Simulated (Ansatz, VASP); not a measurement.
# Cross-check of Sb2Pt (Sb2Pt (Pa-3)) between VASP and Ansatz, part 2 of 2

One calculation is typed for both programs; each brings its own data sets. How far apart do they land? The cell is taken from a series of runs on this material, whose earlier steps may have relaxed, scaled, displaced or heated it; both programs get it as it stands.

VASP 6.6.1 and Ansatz 0.2.0.

So far: Starting point; VASP: relaxation of cell and atoms, r2SCAN.

## (3) Ansatz: relaxation of cell and atoms, r2SCAN

Level of this step: Ansatz beside VASP: Kohn-Sham DFT, plane waves, r2SCAN (Ansatz).

Ansatz runs on its default PAW (the set named soft_2) files.

The same cell, functional, mesh and smearing now go to Ansatz.

input.yaml

```yaml
crystal:
  lattice:
    - [6.4997749, 0.0, 0.0]
    - [0.0, 6.4997749, 0.0]
    - [0.0, 0.0, 6.4997749]
  atoms:
    - { symbol: Sb, position: [0.37525278, 0.12474722, 0.87525278] }
    - { symbol: Sb, position: [0.12474722, 0.87525278, 0.37525278] }
    - { symbol: Sb, position: [0.87525278, 0.37525278, 0.12474722] }
    - { symbol: Sb, position: [0.62474722, 0.62474722, 0.62474722] }
    - { symbol: Sb, position: [0.37525278, 0.37525278, 0.37525278] }
    - { symbol: Sb, position: [0.12474722, 0.62474722, 0.87525278] }
    - { symbol: Sb, position: [0.87525278, 0.12474722, 0.62474722] }
    - { symbol: Sb, position: [0.62474722, 0.87525278, 0.12474722] }
    - { symbol: Pt, position: [0.0, 0.5, 0.5] }
    - { symbol: Pt, position: [0.5, 0.5, 0.0] }
    - { symbol: Pt, position: [0.5, 0.0, 0.5] }
    - { symbol: Pt, position: [0.0, 0.0, 0.0] }
basis:
  ecutwfc: 500
  xc_grid: 2
hamiltonian:
  xc: r2scan
kpoints:
  mp_grid: { grid: [6, 6, 6] }
scf:
  occupations: { method: fermi_dirac, width: 0.05 }
  max_iter: 150
output:
  forces: true
  stress: true
relax:
  f_tol: 0.01
  max_steps: 60
  cell: {}
checkpoint:
  write: "../r2scan.run"
  compress: false
  write_wavefunctions: false
  write_every: 100000
```

The run is started by

```bash
$ ansatz run input.yaml --threads 4 --pin off --max-ram 5652MiB --backend cpu --events-out ev --progress --plain --runs-dir out
```

Numbers of over 12 decimals in the logs are rounded to 6 here.

Output:

```text
Engine: ansatz 0.2.0, aarch64-unknown-linux-gnu
Pseudopotentials: kind: paw
Pseudopotential: Sb, paw, valence charge 15, recommended cutoff 500 eV (meta_gga), Sb.paw.azcp
Pseudopotential: Pt, paw, valence charge 18, recommended cutoff 500 eV (meta_gga), Pt.paw.azcp
Functional definition: r2SCAN
  parameter k0 = 0.174
  parameter k1 = 0.065
  parameter a1 = 4.9479
  exchange = r2scan_x(k0 = k0, k1 = k1, a1 = a1)
  correlation = r2scan_c
Crystal: 12 atoms, lattice volume = 274.596 Å³
Basis set: ecut = 500 eV, 6979 PW (Γ), exchange–correlation on 96×96×96 points (8 copies of the dense FFT grid, shifted against one another)
Bands: 116, of which v1, the nominal top of the filled ones, is band 96 counted from 1 (95 counted from 0)
Symmetry: 24 space group operations
Space group: Pa-3 (ITA 205), of the structure as read, at distance tolerance 6.5e-5 Å
k-points: 24 of 216
Non-local potential: Sb, projectors of the file, l = 0: 2, l = 1: 2, l = 2: 2, l = 3: 2
Non-local potential: Pt, projectors of the file, l = 0: 3, l = 1: 2, l = 2: 2, l = 3: 1
PAW form: soft (Blöchl's): semilocal exchange-correlation on the pseudo side does not see the compensation charge
PAW frozen core: Sb, regenerated for the run's functional (the file was generated under x = pbe(κ = 0.804, μ = 0.219515), c = pbe(β = 0.066725))
PAW frozen core: Pt, regenerated for the run's functional (the file was generated under x = pbe(κ = 0.804, μ = 0.219515), c = pbe(β = 0.066725))
PAW one-centre angular grid: Sb, 590 points (default); XC on 160 Gauss nodes
PAW one-centre angular grid: Pt, 590 points (default); XC on 160 Gauss nodes
Initial density: superposition of atomic densities (neutral atoms: chi_scale 0, normalization atom), corrected by the library's trained network
Initial wavefunctions: pseudopotential atomic-orbital guess
Functional: x = r2scan, c = r2scan; τ floored in thin density (d = 2e-4 eV/Å³)
SCF iter   1: F=—  HF=-102146.398418 eV  |F-HF|=—  |Δ(HF+E_count)|=         —  Δρ=6.60e-3  dr2=1.42e-1  dr2_τ=1.14e-1  ethr=1.77e-3  ⟨swp⟩=6.0  Hψ=10393  notcnv=0  defer=46
preconditioner: auto → Resta (q_TF=auto, 2.570 Å⁻¹)  ε∞=5.9  [insulator: Δε(μ)=0.126 eV  Ē_g=9.085 eV  σ=0.050 eV  W_gap=0.50  n_scr=80 (ndim 8)  ℏωp=20.0 eV  f_vac=0.000  D(μ)=1.27/eV (n_scr^D=0)  ε∞_Penn≈5.9]
SCF iter   2: F=—  HF=-102146.505601 eV  |F-HF|=—  |Δ(HF+E_count)|=   1.07e-1  Δρ=3.69e-3  dr2=2.31e-2  dr2_τ=6.17e-3  ethr=7.41e-5  ⟨swp⟩=2.0  Hψ=4362  notcnv=0  defer=252
preconditioner: auto → Kerker (q_TF=auto, 2.570 Å⁻¹)  [metal: Δε(μ)=0.033 eV  Ē_g=9.049 eV  σ=0.050 eV  W_gap=0.16  n_scr=80 (ndim 8)  ℏωp=20.0 eV  f_vac=0.000  D(μ)=1.06/eV (n_scr^D=0)]
SCF iter   3: F=—  HF=-102146.510025 eV  |F-HF|=—  |Δ(HF+E_count)|=   4.42e-3  Δρ=2.05e-3  dr2=9.76e-3  dr2_τ=2.01e-4  ethr=1.20e-5  ⟨swp⟩=1.0  Hψ=2532  notcnv=0  defer=252
SCF iter   4: F=—  HF=-102146.511436 eV  |F-HF|=—  |Δ(HF+E_count)|=   1.41e-3  Δρ=3.87e-4  dr2=5.07e-4  dr2_τ=1.17e-5  ethr=5.08e-6  ⟨swp⟩=2.0  Hψ=3462  notcnv=0  defer=252
SCF iter   5: F=—  HF=-102146.511610 eV  |F-HF|=—  |Δ(HF+E_count)|=   1.74e-4  Δρ=1.18e-4  dr2=3.94e-5  dr2_τ=7.37e-7  ethr=2.64e-7  ⟨swp⟩=2.0  Hψ=3472  notcnv=0  defer=252
SCF iter   6: F=—  HF=-102146.511993 eV  |F-HF|=—  |Δ(HF+E_count)|=   3.82e-4  Δρ=2.90e-5  dr2=2.82e-6  dr2_τ=9.63e-8  ethr=2.05e-8  ⟨swp⟩=2.0  Hψ=3499  notcnv=0  defer=252
SCF iter   7: F=—  HF=-102146.511993 eV  |F-HF|=—  |Δ(HF+E_count)|=   1.63e-7  Δρ=9.39e-6  dr2=2.33e-7  dr2_τ=7.62e-9  ethr=1.47e-9  ⟨swp⟩=2.0  Hψ=4459  notcnv=0  defer=252
SCF iter   8: F=-102146.511993 eV  HF=-102146.511993 eV  |F-HF|=6.77e-9  |Δ(HF+E_count)|=   1.32e-7  Δρ=1.93e-6  dr2=1.40e-8  dr2_τ=1.37e-10  ethr=5.21e-11  ⟨swp⟩=4.0  Hψ=8466  notcnv=0
SCF 1 converged in 8 iterations: F = -102146.511993 eV  dr2 = 1.40e-8
  greatest PAW one-centre occupation: 1.000 electrons in one spin orbital (limit 2), on the Pt atom at site 11 (counted from 0), in its partial waves of l = 0
relax step   1: F+E_penalty+E_count = -102146.51199290 eV  Δ(F+E_penalty+E_count) = +0.000e0 eV  max|allowed force component| = 2.363e-2 eV/Å  Δτ_max = 0.0000 Å  P = +0.249 GPa  Ω = 274.596 Å³  (8 SCF iters, dr2 threshold 1.00e-7 eV, accepted)
[...]
relax step   2: F+E_penalty+E_count = -102146.50518475 eV  Δ(F+E_penalty+E_count) = +6.808e-3 eV  max|allowed force component| = 8.316e-2 eV/Å  Δτ_max = 0.0123 Å  P = -0.486 GPa  Ω = 276.527 Å³  energy of the carried Pulay correction = -3.091e-4 eV  (6 SCF iters, dr2 threshold 1.55e-7 eV, rejected (line search))
[...]
relax step   3: F+E_penalty+E_count = -102146.51283821 eV  Δ(F+E_penalty+E_count) = -8.453e-4 eV  max|allowed force component| = 2.634e-4 eV/Å  Δτ_max = 0.0028 Å  P = -0.002 GPa  Ω = 275.220 Å³  energy of the carried Pulay correction = -1.001e-4 eV  (9 SCF iters, accepted)
[...]
relax step   4: F+E_penalty+E_count = -102146.51293161 eV  Δ(F+E_penalty+E_count) = -9.340e-5 eV  max|allowed force component| = 2.671e-4 eV/Å  Δτ_max = 0.0000 Å  P = -0.001 GPa  Ω = 275.220 Å³  stress off target by 1.29e-3 GPa  SCF on the basis re-selected at this cell (its energy is not comparable with the rows above)  (3 SCF iters)
basis re-selected at this cell: Δ(F+E_penalty+E_count) = -9.340e-5 eV, ΔP = +0.000 GPa vs the last step (what re-selecting the basis moved, of the pressure what is left beyond the Pulay correction that the steps carried, after the strain that the cell walked since its last selection, with what the two solves' SCF thresholds leave and, on support functions, any second-order correction that the steps lacked; it is no m [...]
SCF converged after 3 iterations
Free energy (F): -102146.512932 eV
Harris-Foulkes:  -102146.512932 eV  (|F-HF|=3.49e-10)
Internal energy: -102146.504248 eV  (E = F + TS)
E sigma→0 (E₀):  -102146.508590 eV
Entropy (-TS):   -0.008684 eV (-0.724 meV/atom)
Fermi energy:    13.941830 eV
--- Per-component energies (eV) ---
  E_band       = -2234.713765
  E_kinetic    = 4207.464699
  E_local      = -19941.178502  (includes V_loc(G=0)·N_el)
  E_nonlocal   = 3714.545232
  E_hartree    = 8544.543200
  E_xc         = -2024.825792
  E_vxc        = -2181.078367  (∫ρ·V_xc dr)
  E_paw        = -74746.076136  (= ΣΔE_a)
  E_vpaw       = -5265.817522  (= ΣTr[D̂ρ^β])
  E_aug_tail   = 0.000630  (compensation charges beyond the density's cutoff)
  E_vtau       = 142.263546  (kinetic-family band-sum trace: ∫τ·v_τ [+ j·A + Jᵃ·Aᵃ] dr)
  E_ewald      = -21904.099897
  E_core_change = 3.122318  (= ΣΔE_core)
  E_smearing   = -0.008684  (= −TS)
  E_closure    = -0.000000  (closes the sum)
  Σ components = -102146.512932   (vs F -102146.512932, Δ=0.00e0)
--- Forces (eV/Å), atoms counted from 1 ---
  atom   1  Sb     0.00026712    -0.00026712     0.00026712
  atom   2  Sb    -0.00026712     0.00026712     0.00026712
  atom   3  Sb     0.00026712     0.00026712    -0.00026712
  atom   4  Sb    -0.00026712    -0.00026712    -0.00026712
  atom   5  Sb     0.00026712     0.00026712     0.00026712
  atom   6  Sb    -0.00026712    -0.00026712     0.00026712
  atom   7  Sb     0.00026712    -0.00026712    -0.00026712
  atom   8  Sb    -0.00026712     0.00026712    -0.00026712
  atom   9  Pt     0.00000000     0.00000000    -0.00000000
  atom  10  Pt     0.00000000     0.00000000    -0.00000000
  atom  11  Pt     0.00000000     0.00000000     0.00000000
  atom  12  Pt    -0.00000000     0.00000000    -0.00000000
  max |Σ_I F_I| component: 6.94e-18 eV/Å
--- Stress (GPa, compression-positive) ---
       -0.001288      -0.000000       0.000000
       -0.000000      -0.001288       0.000000
        0.000000       0.000000      -0.001288
  P = ⅓ Tr σ = -0.0013 GPa (-0.013 kbar)
--- Relaxed structure (3 steps of the walk, 2 accepted, 1 SCFs on fresh bases) ---
  F+E_penalty+E_count = -102146.51293161 eV   max|allowed force component| = 2.671e-4 eV/Å   (the final SCF, on the basis selected at the relaxed cell)
  cell:  # Å, volume = 275.2199 Å³
    - [6.504690, 0, 0.0]
    - [0, 6.504690, 0.0]
    - [0.0, 0.0, 6.504690]
  atoms:
    - { symbol: Sb, position: [0.375502, 0.124498, 0.875502] }
    - { symbol: Sb, position: [0.124498, 0.875502, 0.375502] }
    - { symbol: Sb, position: [0.875502, 0.375502, 0.124498] }
    - { symbol: Sb, position: [0.624498, 0.624498, 0.624498] }
    - { symbol: Sb, position: [0.375502, 0.375502, 0.375502] }
    - { symbol: Sb, position: [0.124498, 0.624498, 0.875502] }
    - { symbol: Sb, position: [0.875502, 0.124498, 0.624498] }
    - { symbol: Sb, position: [0.624498, 0.875502, 0.124498] }
    - { symbol: Pt, position: [0, 0.5, 0.5] }
    - { symbol: Pt, position: [0.5, 0.5, 0] }
    - { symbol: Pt, position: [0.5, 0, 0.5] }
    - { symbol: Pt, position: [0, 0, 0] }
```

In the SCF lines HF is the Harris–Foulkes energy and dr2 the Hartree energy of the density residual, in eV; the loop may stop once dr2 is under the threshold and the program's other checks hold. Hψ counts applications of the Hamiltonian.

## (4) Differences

Known differences besides the potentials themselves: VASP keeps PBE cores, Ansatz makes them for the functional; the data sets hold 192 valence electrons in Ansatz (on its default PAW (the set named soft_2) files) and 80 in VASP; the cutoff is 500 eV in Ansatz and 550 eV in VASP; Ansatz adds a Pulay correction to the stress that steers its cell, VASP none. Total energies have different zeros and are not compared.

The two programs side by side:

```
                                         quantity  Ansatz    VASP  difference
                                      volume (Å³)  275.22  274.89     +0.12 %
edge a after relaxation, in the typed setting (Å)   6.505   6.502     +0.04 %
```

## (5) Summary of results

```yaml
difference_in_volume_relaxation_of_cell_and_atoms_r2scan: 0.12 %
```

What this shows: The difference in volume is 0.12 % (relaxation of cell and atoms, r2SCAN), within the 1.2 % picked in this series as the mark of a large difference, as far as the stopping tolerances let one tell. The data sets hold unlike numbers of valence electrons (192 in Ansatz and 80 in VASP), so part of the differences comes from the potentials. How closely two codes agree says nothing of how well the functional describes the real material.

[Lines on the potential files, build, host, timing and source positions are cut from VASP's logs without a mark.]

[Logs are printed without paths, hosts, clocks, repeated set-up lines and the standing remarks that a program may print on its own settings, such as how far it seeks lower states.]

[Hosts, paths, dates, database ids (printed as entryN), source tags and the programs' standing remarks are cut or masked in the printed files.]
